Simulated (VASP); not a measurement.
All values below come from LDA (Ceperley-Alder, Perdew-Zunger), VASP's LDA PAW potentials (set 64) (plane waves; VASP).

The input files of a VASP run:

KPOINTS:
```
Regular mesh
0
Gamma
16 16 16
```

**POSCAR**
```
Ta
1
   -1.5460869978     1.5460869978     1.5460869978
    1.5460869978    -1.5460869978     1.5460869978
    1.5460869978     1.5460869978    -1.5460869978
Ta
1
Direct
  0.0000000000   0.0000000000   1.0000000000
```

INCAR:
```
LREAL=.FALSE.
ALGO=Normal   ! blocked Davidson
LWAVE=.FALSE.
ISMEAR=1
IBRION=2   ! conjugate gradients
NELM=100   ! most electronic steps
EDIFF=1E-6
LCHARG=.FALSE.
LASPH=.TRUE.   ! aspherical one-centre terms
ENCUT=500
PSTRESS=450
PREC=Accurate
NSW=40   ! most ionic steps
LMAXMIX=6   ! l cut-off of mixed one-centre charges
SYSTEM=Ta
SIGMA=0.1   ! width (eV)
ISIF=3   ! ions, shape and volume
EDIFFG=-0.02   ! ionic stop
```

POTCAR, in this order: Ta_pv (LDA.64 set). Program: vasp_std.

The run wrote:

File OSZICAR:
```
       N       E                     dE             d eps       ncg     rms          rms(c)
DAV:   1     0.446131727242E+02    0.44613E+02   -0.65572E+03  2626   0.118E+03
DAV:   2    -0.122937231956E+02   -0.56907E+02   -0.55818E+02  3444   0.247E+02
DAV:   3    -0.128844882648E+02   -0.59077E+00   -0.56867E+00  2962   0.240E+01
DAV:   4    -0.128878050286E+02   -0.33168E-02   -0.33121E-02  3119   0.142E+00
DAV:   5    -0.128878233777E+02   -0.18349E-04   -0.18348E-04  2928   0.831E-02    0.191E+01
DAV:   6    -0.126163825091E+02    0.27144E+00   -0.22802E-01  2720   0.601E+00    0.993E+00
DAV:   7    -0.125188447092E+02    0.97538E-01   -0.21367E-01  2725   0.557E+00    0.443E-01
DAV:   8    -0.125169816434E+02    0.18631E-02   -0.32902E-03  2926   0.804E-01    0.491E-02
DAV:   9    -0.125169852135E+02   -0.35701E-05   -0.18132E-05  2902   0.529E-02    0.322E-02
DAV:  10    -0.125169862898E+02   -0.10764E-05   -0.24378E-06  2985   0.200E-02    0.292E-03
DAV:  11    -0.125169862879E+02    0.19099E-08   -0.58383E-08  1379   0.329E-03
   1 F= -.83649255E+01 E0= -.83648573E+01  d E =-.836493E+01
```

OUTCAR:
```
------------------------ aborting loop because EDIFF is reached ----------------------------------------
  FORCE on cell =-STRESS in cart. coord.  units (eV):
  Direction    XX          YY          ZZ          XY          YZ          ZX
  --------------------------------------------------------------------------------------
  Total        4.1325333      4.1325333      4.1325333      0.0000000     -0.0000000     -0.0000000
  in kB      447.8836138    447.8836138    447.8836138      0.0000000     -0.0000000     -0.0000000
  external PRESSURE =      -2.1163862 kB  Pullay stress =     450.0000000 kB
  volume of cell :       14.78
      direct lattice vectors                 reciprocal lattice vectors
    -1.546086998  1.546086998  1.546086998     0.000000000  0.323397067  0.323397067
     1.546086998 -1.546086998  1.546086998     0.323397067  0.000000000  0.323397067
     1.546086998  1.546086998 -1.546086998     0.323397067  0.323397067  0.000000000
 POSITION                                       TOTAL-FORCE (eV/Angst)
 -----------------------------------------------------------------------------------
      0.00000      0.00000      0.00000        -0.000000      0.000000     -0.000000
 -----------------------------------------------------------------------------------
    total drift:                               -0.000000     -0.000000      0.000000
  FREE ENERGIE OF THE ION-ELECTRON SYSTEM (eV)
  ---------------------------------------------------
  free  energy   TOTEN  =       -12.5169862879 eV

  energy  without entropy=      -12.5167818013  energy(sigma->0) =      -12.51691813
  enthalpy is  TOTEN    =        -8.3649254695 eV   P V=        4.1520608184

 reached required accuracy - stopping structural energy minimisation
```
(Selected blocks of OUTCAR.)

OUTCAR:
```
 val. band max:        7.2055581655   @ k =   0.1875   0.0000   0.0000

 cond. band min:       7.2223891134   @ k =   0.1250   0.0625  -0.0000


 Fermi energy:         7.2077404845

 k-point     1 :       0.0000    0.0000    0.0000
  band No.  band energies     occupation
      1     -24.9362      2.00000
      2     -24.9362      2.00000
      3     -24.9362      2.00000
      4      -1.3554      2.00000
      5       7.7788     -0.00000
      6       7.7788     -0.00000
      7       7.7788     -0.00000
      8      11.7893      0.00000
      9      11.7893      0.00000

 k-point     2 :       0.0625    0.0000    0.0000
  band No.  band energies     occupation
      1     -25.0334      2.00000
      2     -24.9642      2.00000
      3     -24.9372      2.00000
      4      -1.1267      2.00000
      5       7.6283     -0.00000
      6       7.7386     -0.00000
      7       8.0020     -0.00000
      8      11.5295      0.00000
      9      11.7856      0.00000

 k-point     3 :       0.1250    0.0000    0.0000
  band No.  band energies     occupation
      1     -25.3034      2.00000
      2     -25.0433      2.00000
      3     -24.9402      2.00000
      4      -0.4854      2.00000
      5       7.2263      0.69166
      6       7.5591     -0.00001
      7       8.6620     -0.00000
      8      11.0683      0.00000
      9      11.7939      0.00000

 k-point     4 :       0.1875    0.0000    0.0000
  band No.  band energies     occupation
      1     -25.6901      2.00000
      2     -25.1597      2.00000
      3     -24.9446      2.00000
      4       0.4257      2.00000
      5       6.6852      2.00000
      6       7.2056      1.03693
      7       9.7301      0.00000
      8      10.8964      0.00000
      9      11.8586      0.00000

 k-point     5 :       0.2500    0.0000    0.0000
  band No.  band energies     occupation
      1     -26.1227      2.00000
      2     -25.2940      2.00000
      3     -24.9500      2.00000
...
```

Unless said otherwise, spin-orbit coupling is left out, though it shifts the bands of the heavy elements here.

The compound is Ta in the bcc structure. It was relaxed first under an external pressure of 45 GPa.
